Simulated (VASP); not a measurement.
The system is BaHRh.

```
CELL_PARAMETERS angstrom
3.76639 0.00000 0.00000
0.00000 3.76639 0.00000
0.00000 0.00000 3.84384
ATOMIC_POSITIONS crystal
Ba 0.00000 0.00000 0.00000
H 0.50000 0.50000 0.00000
Rh 0.50000 0.50000 0.50000
```

The cell was built by a generator and needn't be a form met in nature.

```yaml
Program: VASP 6.6.1
Task: relaxation of cell and atoms
Functional: r2SCAN
Potentials_or_basis: VASP PAW PBE potentials, release 64 (Ba_sv, H, Rh_pv)
Cutoff: 600 eV
k_mesh: 7 × 7 × 7
Occupations: gaussian, width 0.05 eV
Spin: no spin polarisation
```

At the start: pressure 2.8 GPa; volume 18.18 Å³/atom.

Q: How do energy, volume and symmetry change on relaxing?

A: Over 9 steps the energy falls by 121.9 meV/atom and the volume is 19.40 Å³/atom (+6.7 %); space group P4/mmm (No. 123, to 0.05 Å).

Step by step:
```
step  energy change (eV)  largest force (eV/Å)  pressure (GPa)  volume (Å³)
   1              0.0000                0.0000            2.79        54.53
   2             -0.2472                0.0000            0.26        56.95
   3             -0.3528                0.0000           -1.14        58.98
   4             -0.3587                0.0000           -1.43        59.53
   5             -0.3585                0.0000           -1.40        59.44
   6             -0.3638                0.0000            0.54        57.78
   7             -0.3654                0.0000           -0.10        58.30
   8             -0.3654                0.0000           -0.15        58.33
   9             -0.3656                0.0000           -0.04        58.20
```

Final structure:
```
CELL_PARAMETERS angstrom
4.06834 0.00000 0.00000
0.00000 4.06834 0.00000
0.00000 0.00000 3.51646
ATOMIC_POSITIONS crystal
Ba 0.00000 0.00000 0.00000
H 0.50000 0.50000 0.00000
Rh 0.50000 0.50000 0.50000
```

Caveat: the PAW data sets were made with another functional, which shifts forces and pressure a little.
